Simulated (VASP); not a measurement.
Input:

```
ZnSe
1.0
    0.00000     2.90647     2.90647
    2.90647     0.00000     2.90647
    2.90647     2.90647     0.00000
Zn Se
1 1
Direct
  0.00000   0.00000   0.00000
  0.25000   0.25000   0.25000
```

These are rev-vdW-DF2, VASP's PBE PAW potentials (set 64) (plane waves; VASP) values and carry that method's errors. Settings: 520 eV cut-off, 8×8×8 Γ-centred mesh, Gaussian smearing of 0.050 eV, potentials Zn Se.

Q: Give the stress tensor in GPa (positive for a compressed cell).

A: 
```
-3.04   0.00   0.00
 0.00  -3.04   0.00
 0.00   0.00  -3.04
```
The pressure is its mean diagonal, -3.04 GPa.

The compound is ZnSe in the zinc blende structure. This cell is one point of a volume scan, at 1.06 of the reference volume.
